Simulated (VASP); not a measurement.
```
InPd
1.0
    3.30946     0.00000     0.00000
    0.00000     3.30946     0.00000
    0.00000     0.00000     3.30946
In Pd
1 1
Direct
  0.50000   0.50000   0.50000
  0.00000   0.00000   0.00000
```

All values below come from PBE GGA, VASP's PBE PAW potentials (set 64) (plane waves; VASP 6.6.1). Settings: 480 eV cut-off, 10×10×10 Γ-centred mesh, first-order Methfessel-Paxton smearing of 0.10 eV, potentials In_d Pd.

Unless said otherwise, spin-orbit coupling is left out, though it shifts the bands of the heavy elements here.

Question: Estimate the energy per atom (σ→0), band gap (on the k-mesh) with the smallest direct gap where there is one.

Answer: 
The band gap (on the k-mesh) is none (metal, semimetal or under 0.01 eV) and the energy per atom (σ→0) is -4.374 eV/atom.

The absolute energy has meaning only against runs of the same code, potentials and settings.

The compound is PdIn in the CsCl type structure. It was relaxed first, which changed the volume by +6 %. The start is the result of an earlier pass. The electron count is odd and the run is not spin-polarised, which forces a metal.
